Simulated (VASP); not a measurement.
# CdSb2O4 (Pbam) in VASP: a series of runs

Runs on CdSb2O4. Level: PBE. Tasks: equation of state.

All numbers are computed with VASP 6.6.1; they aren't measurements. Logs are shortened: lines on timing, memory, paths and dates and some standing lists are left out, and cuts for length are marked.

## 1. The structure

It takes space group Pbam (No. 55, orthorhombic). The conventional cell has a = 7.103 Å, b = 10.064 Å, c = 3.399 Å, α = 90.00°, β = 90.00°, γ = 90.00°. Around Cd (site symmetry 2/m) lie 6 O at 2.32 to 2.37 Å. Around Sb (site symmetry m) lie 4 O at 2.08 to 2.18 Å. O (site symmetry m) has 2 Sb at 2.08 Å and 1 Cd at 2.37 Å as nearest neighbours. O (site symmetry m) has 2 Sb at 2.15 to 2.18 Å and 2 Cd at 2.32 Å as nearest neighbours.

The cell was built by a generator and needn't be a form met in nature.

## 2. Equation of state, PBE, 17.36 Å³/atom

File INCAR:

```
PREC     = Accurate       # precision mode
ENCUT    = 520            # plane-wave cutoff, eV
EDIFF    = 1E-6           # SCF threshold, eV
ISMEAR   = 0              # smearing method
SIGMA    = 0.03           # smearing width, eV
LREAL    = False          # projectors in reciprocal space
LASPH    = True           # aspherical terms in the spheres
NELM     = 100            # most SCF steps
ALGO     = Normal         # electronic algorithm
ISIF     = 4              # what is computed and relaxed
LWAVE    = False          # write WAVECAR
LCHARG   = False          # write CHGCAR
GGA      = PE             # functional
IBRION   = 2              # ionic algorithm
NSW      = 30             # ionic steps
EDIFFG   = -0.02          # ionic threshold
KPAR     = 4
```

File KPOINTS:

```
Automatic mesh
0
Gamma
  4 4 8
```

File POSCAR:

```
CdSb2O4
1.0
    7.1034700000      0.0000000000      0.0000000000
    0.0000000000     10.0643600000      0.0000000000
    0.0000000000      0.0000000000      3.3986600000
Cd Sb O
2 4 8
Direct
    0.0000000000      0.0000000000      0.0000000000
    0.5000000000      0.5000000000      0.0000000000
    0.6070790000      0.2047350000      0.5000000000
    0.3929210000      0.7952650000      0.5000000000
    0.1070790000      0.2952650000      0.5000000000
    0.8929210000      0.7047350000      0.5000000000
    0.1929440000      0.1923120000      0.0000000000
    0.8070560000      0.8076880000      0.0000000000
    0.1046730000      0.8610980000      0.5000000000
    0.8953270000      0.1389020000      0.5000000000
    0.6929440000      0.3076880000      0.0000000000
    0.3070560000      0.6923120000      0.0000000000
    0.3953270000      0.3610980000      0.5000000000
    0.6046730000      0.6389020000      0.5000000000
```

Potentials or basis: VASP PAW PBE potentials, release 64 (Cd, Sb, O).

The run is started by

```console
cat potpaw_PBE.64/Cd/POTCAR potpaw_PBE.64/Sb/POTCAR potpaw_PBE.64/O/POTCAR > POTCAR
mpirun -np 4 vasp_std > vasp.out
```

OUTCAR:

```text
PREC = Accurate
   ENCUT = 520
   EDIFF = 1E-6
   ISMEAR = 0
   LREAL = False
   LASPH = True
   NELM = 100
   ISIF = 4
   GGA = PE
   IBRION = 2
   NSW = 30
   EDIFFG = -0.02

 ion  position               nearest neighbor table
   1  0.000  0.000  0.000-   9 2.32  10 2.32   9 2.32  10 2.32   7 2.37   8 2.37   5 3.51   6 3.51
                             5 3.51   6 3.51
   2  0.500  0.500  0.000-  13 2.32  14 2.32  13 2.32  14 2.32  11 2.37  12 2.37   3 3.51   4 3.51
                             3 3.51   4 3.51
   3  0.607  0.205  0.500-  11 2.08  11 2.08  10 2.15  13 2.18   2 3.51   2 3.51   5 3.67   5 3.67
[... 7 lines left out ...]
   7  0.193  0.192  0.000-   5 2.08   5 2.08   1 2.37
   8  0.807  0.808  0.000-   6 2.08   6 2.08   1 2.37
   9  0.105  0.861  0.500-   4 2.15   6 2.18   1 2.32   1 2.32
  10  0.895  0.139  0.500-   3 2.15   5 2.18   1 2.32   1 2.32
  11  0.693  0.308  0.000-   3 2.08   3 2.08   2 2.37
  12  0.307  0.692  0.000-   4 2.08   4 2.08   2 2.37
  13  0.395  0.361  0.500-   5 2.15   3 2.18   2 2.32   2 2.32
  14  0.605  0.639  0.500-   6 2.15   4 2.18   2 2.32   2 2.32

  LATTYP: Found a simple orthorhombic cell.
 ALAT       =     3.3986600000
 B/A-ratio  =     2.0900796196
 C/A-ratio  =     2.9612729723

  Lattice vectors:

 A1 = (   0.0000000000,   0.0000000000,   3.3986600000)
 A2 = (   7.1034700000,   0.0000000000,   0.0000000000)
 A3 = (   0.0000000000,  10.0643600000,   0.0000000000)

Analysis of symmetry for initial positions (statically):
=====================================================================
 Subroutine PRICEL returns:
 Original cell was already a primitive cell.

 Routine SETGRP: Setting up the symmetry group for a
 simple orthorhombic supercell.

 Subroutine GETGRP returns: Found  8 space group operations
 (whereof  4 operations were pure point group operations)
 out of a pool of  8 trial point group operations.

The static configuration has the point symmetry C_2h.
 The point group associated with its full space group is D_2h.

Analysis of symmetry for dynamics (positions and initial velocities):
=====================================================================
 Subroutine PRICEL returns:
 Original cell was already a primitive cell.

 Routine SETGRP: Setting up the symmetry group for a
 simple orthorhombic supercell.

 Subroutine GETGRP returns: Found  8 space group operations
 (whereof  4 operations were pure point group operations)
 out of a pool of  8 trial point group operations.

The dynamic configuration has the point symmetry C_2h.
 The point group associated with its full space group is D_2h.

 Subroutine INISYM returns: Found  8 space group operations
 (whereof  4 operations are pure point group operations),
 and found     1 'primitive' translations

----------------------------------------------------------------------------------------

                                     Primitive cell

  volume of cell :     242.9766

  direct lattice vectors                    reciprocal lattice vectors
     7.103470000  0.000000000  0.000000000     0.140776268  0.000000000  0.000000000
     0.000000000 10.064360000  0.000000000     0.000000000  0.099360516  0.000000000
     0.000000000  0.000000000  3.398660000     0.000000000  0.000000000  0.294233610

  length of vectors
     7.103470000 10.064360000  3.398660000     0.140776268  0.099360516  0.294233610

  position of ions in fractional coordinates (direct lattice)
     0.000000000  0.000000000  0.000000000
     0.500000000  0.500000000  0.000000000
     0.607079000  0.204735000  0.500000000
     0.392921000  0.795265000  0.500000000
     0.107079000  0.295265000  0.500000000
     0.892921000  0.704735000  0.500000000
     0.192944000  0.192312000  0.000000000
     0.807056000  0.807688000  0.000000000
     0.104673000  0.861098000  0.500000000
     0.895327000  0.138902000  0.500000000
     0.692944000  0.307688000  0.000000000
     0.307056000  0.692312000  0.000000000
     0.395327000  0.361098000  0.500000000
     0.604673000  0.638902000  0.500000000

  ion indices of the primitive-cell ions
   primitive index   ion index
                 1           1
                 2           2
[... 25 lines left out ...]
     0.000000000  0.024840129  0.000000000     0.000000000  0.250000000  0.000000000
     0.000000000  0.000000000  0.036779201     0.000000000  0.000000000  0.125000000

  Length of vectors
     0.035194067  0.024840129  0.036779201

  Shift w.r.t. Gamma in fractional coordinates (k-lattice)
     0.000000000  0.000000000  0.000000000

 Subroutine IBZKPT returns following result:
 ===========================================

 Found     45 irreducible k-points:

 Following reciprocal coordinates:
            Coordinates               Weight
  0.000000  0.000000  0.000000      1.000000
  0.250000  0.000000  0.000000      2.000000
  0.500000  0.000000  0.000000      1.000000
  0.000000  0.250000  0.000000      2.000000
  0.250000  0.250000  0.000000      4.000000
  0.500000  0.250000  0.000000      2.000000
[... 16 lines left out ...]
  0.250000  0.250000  0.250000      8.000000
  0.500000  0.250000  0.250000      4.000000
 [... further k-points ...]
   k-points           NKPTS =     45   k-points in BZ     NKDIM =     45   number of bands    NBANDS=     55
   number of dos      NEDOS =    301   number of ions     NIONS =     14
   total plane-waves  NPLWV = 120960
   dimension x,y,z NGX =    54 NGY =   80 NGZ =   28
   dimension x,y,z NGXF=   108 NGYF=  160 NGZF=   56
   ions per type =               2   4   8
   NGX,Y,Z   is equivalent  to a cutoff of  12.64, 13.21, 13.70 a.u.
   NGXF,Y,Z  is equivalent  to a cutoff of  25.28, 26.43, 27.39 a.u.
 SYSTEM =  unknown system
   PREC   = accura    normal or accurate (medium, high low for compatibility)
   ISTART =      0    job   : 0-new  1-cont  2-samecut
   ICHARG =      2    charge: 1-file 2-atom 10-const
   ISPIN  =      1    spin polarized calculation?
   LNONCOLLINEAR =      F non collinear calculations
   LSORBIT =      F    spin-orbit coupling
   LASPH  =      T    aspherical Exc in radial PAW
   ENCUT  =  520.0 eV  38.22 Ry    6.18 a.u.  13.21 18.71  6.32*2*pi/ulx,y,z
   NELM   =    100;   NELMIN=  2; NELMDL= -5     # of ELM steps
   EDIFF  = 0.1E-05   stopping-criterion for ELM
   LREAL  =      F    real-space projection
   EDIFFG = -.2E-01   stopping-criterion for IOM
   NSW    =     30    number of steps for IOM
   IBRION =      2    ionic relax: 0-MD 1-quasi-New 2-CG
   NFREE  =      1    steps in history (QN), initial steepest desc. (CG)
   ISIF   =      4    stress and relaxation
   ISYM   =      2    0-nonsym 1-usesym 2-fastsym
   POTIM  = 0.5000    time-step for ionic-motion
   TEBEG  =    0.0;   TEEND  =   0.0 temperature during run
   PSTRESS=    0.0 pullay stress
   NELECT =      92.0000    total number of electrons
   NUPDOWN=      -1.0000    fix difference up-down
   EMIN   =  10.00;   EMAX   =-10.00  energy-range for DOS
   EFERMI =   0.00;   METHOD = LEGACY
   ISMEAR =     0;   SIGMA  =   0.03  broadening in eV -4-tet -1-fermi 0-gaus
   EFERMI_NEDOS =   21; number of points for ismear=-14 and -15
   IALGO  =     38    algorithm
   IMIX   =      4    mixing-type and parameters
     AMIX     =   0.40;   BMIX     =  1.00
     AMIX_MAG =   1.60;   BMIX_MAG =  1.00
  volume/ion in A,a.u.               =      17.36       117.12
  Fermi-wavevector in a.u.,A,eV,Ry     =   1.184357  2.238110 19.084912  1.402701
  Thomas-Fermi vector in A             =   2.320573
   LORBIT       =      0    0 simple, 1 ext, 2 COOP (PROOUT), +10 PAW based schemes
   GGA     = PE    functional components
   LHFCALC =     F    Hartree Fock is set to
   AEXX    =    0.0000 exact exchange contribution
   IVDW    =     0    specifies the selected vdW correction
   LEPSILON=     F    determine dielectric tensor
   LRPA    =     F    only Hartree local field effects (RPA)
 conjugate gradient relaxation of ions
 non-spin polarized calculation
 Gauss-broadening in eV      SIGMA  =   0.03
  energy-cutoff  :      520.00
  volume of cell :      242.98
 maximum number of plane-waves:      6610
 NGX is ok and might be reduce to    54
   NGX = 27   NGY = 37   NGZ = 13

 number of electron      91.9999993 magnetization

 Free energy of the ion-electron system (eV)
  ---------------------------------------------------
  ext. energy  EPLUGINS =         0.00000000
  ---------------------------------------------------
  free energy    TOTEN  =       -74.62945339 eV

  energy without entropy =      -74.62945339  energy(sigma->0) =      -74.62945339

 E-fermi :   3.4173     XC(G=0):  -9.5470

 val. band max:        3.2830920917   @ k =   0.0000   0.0000   0.1250
 cond. band min:       5.5339425828   @ k =   0.5000   0.0000   0.0000
 fundamental gap:      2.2508504911
 Fermi energy:         3.4172870216

 k-point     1 :       0.0000    0.0000    0.0000
  band No.  band energies     occupation
      1     -15.4385      2.00000
      2     -15.3357      2.00000
      3     -14.7144      2.00000
      4     -14.6788      2.00000
      5     -14.0904      2.00000
      6     -13.8973      2.00000
[... 1381 lines left out ...]
     54       8.1084      0.00000
     55       8.7710      0.00000

 [... further k-points ...]

------------------------ aborting loop because EDIFF is reached ----------------------------------------

  FORCE on cell =-STRESS in cart. coord.  units (eV):
  Direction    XX          YY          ZZ          XY          YZ          ZX
  --------------------------------------------------------------------------------------
  -------------------------------------------------------------------------------------
  Total        0.1378531     -0.0011882     -0.0547811     -0.0000000      0.0000000      0.0000000
  in kB        0.9089976     -0.0078352     -0.3612242     -0.0000000      0.0000000      0.0000000
  external PRESSURE =       0.1799794 kB  Pullay stress =       0.0000000 kB

 VOLUME and BASIS-vectors are now :
 -----------------------------------------------------------------------------
  energy-cutoff  :      520.00
  volume of cell :      242.98
      direct lattice vectors                 reciprocal lattice vectors
     7.103470000  0.000000000  0.000000000     0.140776268  0.000000000  0.000000000
     0.000000000 10.064360000  0.000000000     0.000000000  0.099360516  0.000000000
     0.000000000  0.000000000  3.398660000     0.000000000  0.000000000  0.294233610

 POSITION                                       TOTAL-FORCE (eV/Angst)
 -----------------------------------------------------------------------------------
      0.00000      0.00000      0.00000        -0.000000      0.000000      0.000000
      3.55173      5.03218      0.00000        -0.000000      0.000000      0.000000
      4.31237      2.06053      1.69933         0.004365      0.001842      0.000000
      2.79110      8.00383      1.69933        -0.004365     -0.001842     -0.000000
      0.76063      2.97165      1.69933         0.004365     -0.001842      0.000000
      6.34284      7.09271      1.69933        -0.004365      0.001842     -0.000000
      1.37057      1.93550      0.00000        -0.000243     -0.002503     -0.000000
      5.73290      8.12886      0.00000         0.000243      0.002503      0.000000
      0.74354      8.66640      1.69933        -0.004005      0.001276     -0.000000
      6.35993      1.39796      1.69933         0.004005     -0.001276      0.000000
      4.92231      3.09668      0.00000        -0.000243      0.002503      0.000000
      2.18116      6.96768      0.00000         0.000243     -0.002503      0.000000
      2.80819      3.63422      1.69933         0.004005      0.001276      0.000000
      4.29528      6.43014      1.69933        -0.004005     -0.001276     -0.000000
 -----------------------------------------------------------------------------------
    total drift:                               -0.000000      0.000000     -0.000000

  FREE ENERGIE OF THE ION-ELECTRON SYSTEM (eV)
  ---------------------------------------------------
  free  energy   TOTEN  =       -74.6294533862 eV

  energy  without entropy=      -74.6294533862  energy(sigma->0) =      -74.62945339

 reached required accuracy - stopping structural energy minimisation
```

Wall time 1.7 min (4 MPI ranks of Intel Xeon 6975P-C (Granite Rapids), shared host); peak memory 0.67 GiB.

What came out:

```yaml
Free_energy: -74.6295 eV
Pressure: 0.0 GPa
Largest_force: 0.005 eV/Å
Band_gap_on_the_k_mesh: 2.25 eV, indirect (least direct gap 2.43 eV)
```

Caveat: spin-orbit coupling is left out, which moves the levels of the heavy elements.

## 3. Equation of state, PBE, 16.83 Å³/atom (volume scaled by 0.97)

INCAR is that of step 2.

KPOINTS is that of step 2.

POSCAR: that of step 2 with these lines changed.

```diff
@@ -2,5 +2,5 @@
 1.0
-    7.1034700000      0.0000000000      0.0000000000
-    0.0000000000     10.0643600000      0.0000000000
-    0.0000000000      0.0000000000      3.3986600000
+    7.0317128718      0.0000000000      0.0000000000
+    0.0000000000      9.9626928470      0.0000000000
+    0.0000000000      0.0000000000      3.3643277537
 Cd Sb O
```

Potentials or basis: VASP PAW PBE potentials, release 64 (Cd, Sb, O).

The run is started by

```console
cat potpaw_PBE.64/Cd/POTCAR potpaw_PBE.64/Sb/POTCAR potpaw_PBE.64/O/POTCAR > POTCAR
mpirun -np 4 vasp_std > vasp.out
```

Wall time 19 min (4 MPI ranks of Intel Xeon 6975P-C (Granite Rapids), shared host); peak memory 0.69 GiB.

Results (log left out):

```
Free energy            : -74.5870 eV
Pressure               : 1.4 GPa
Largest force          : 0.011 eV/Å
Band gap on the k mesh : 2.17 eV, indirect (least direct gap 2.38 eV)
```

Caveat: spin-orbit coupling is left out, which moves the levels of the heavy elements.

## 4. Equation of state, PBE, 17.88 Å³/atom (volume scaled by 1.03)

INCAR is that of step 3.

KPOINTS is that of step 3.

POSCAR: that of step 3 with these lines changed.

```diff
@@ -2,5 +2,5 @@
 1.0
-    7.0317128718      0.0000000000      0.0000000000
-    0.0000000000      9.9626928470      0.0000000000
-    0.0000000000      0.0000000000      3.3643277537
+    7.1738059604      0.0000000000      0.0000000000
+    0.0000000000     10.1640136097      0.0000000000
+    0.0000000000      0.0000000000      3.4323122876
 Cd Sb O
```

The run is started by

```console
cat potpaw_PBE.64/Cd/POTCAR potpaw_PBE.64/Sb/POTCAR potpaw_PBE.64/O/POTCAR > POTCAR
mpirun -np 4 vasp_std > vasp.out
```

Run time: 19 min. Hardware: 4 MPI ranks of Intel Xeon 6975P-C (Granite Rapids), shared host; peak memory 0.7 GiB.

It converged, with:

```yaml
Free_energy: -74.6122 eV
Pressure: -1.2 GPa
Largest_force: 0.016 eV/Å
Band_gap_on_the_k_mesh: 2.28 eV, indirect (least direct gap 2.47 eV)
```

Caveat: spin-orbit coupling is left out, which moves the levels of the heavy elements.

## 5. Equation of state, PBE, 16.31 Å³/atom (volume scaled by 0.94)

INCAR is that of step 4.

KPOINTS is that of step 4.

POSCAR: that of step 4 with these lines changed.

```diff
@@ -2,5 +2,5 @@
 1.0
-    7.1738059604      0.0000000000      0.0000000000
-    0.0000000000     10.1640136097      0.0000000000
-    0.0000000000      0.0000000000      3.4323122876
+    6.9584605357      0.0000000000      0.0000000000
+    0.0000000000      9.8589072491      0.0000000000
+    0.0000000000      0.0000000000      3.3292801242
 Cd Sb O
```

The run is started by

```console
cat potpaw_PBE.64/Cd/POTCAR potpaw_PBE.64/Sb/POTCAR potpaw_PBE.64/O/POTCAR > POTCAR
mpirun -np 4 vasp_std > vasp.out
```

Wall time 18 min (4 MPI ranks of Intel Xeon 6975P-C (Granite Rapids), shared host); peak memory 0.68 GiB.

It converged, with:

```
Free energy            : -74.4798 eV
Pressure               : 3.1 GPa
Largest force          : 0.014 eV/Å
Band gap on the k mesh : 2.08 eV, indirect (least direct gap 2.33 eV)
```

Caveat: spin-orbit coupling is left out, which moves the levels of the heavy elements.

## 6. Equation of state, PBE, 18.40 Å³/atom (volume scaled by 1.06)

INCAR is that of step 5.

KPOINTS is that of step 5.

POSCAR: that of step 5 with these lines changed.

```diff
@@ -2,5 +2,5 @@
 1.0
-    6.9584605357      0.0000000000      0.0000000000
-    0.0000000000      9.8589072491      0.0000000000
-    0.0000000000      0.0000000000      3.3292801242
+    7.2427890957      0.0000000000      0.0000000000
+    0.0000000000     10.2617505055      0.0000000000
+    0.0000000000      0.0000000000      3.4653173151
 Cd Sb O
```

Potentials or basis: VASP PAW PBE potentials, release 64 (Cd, Sb, O).

The run is started by

```console
cat potpaw_PBE.64/Cd/POTCAR potpaw_PBE.64/Sb/POTCAR potpaw_PBE.64/O/POTCAR > POTCAR
mpirun -np 4 vasp_std > vasp.out
```

Wall time 20 min (4 MPI ranks of Intel Xeon 6975P-C (Granite Rapids), shared host); peak memory 0.72 GiB.

It converged, with:

| Quantity | Value |
| --- | --- |
| Free energy | -74.5386 eV |
| Pressure | -2.4 GPa |
| Largest force | 0.019 eV/Å |
| Band gap on the k mesh | 2.29 eV, indirect (least direct gap 2.48 eV) |

Caveat: spin-orbit coupling is left out, which moves the levels of the heavy elements.
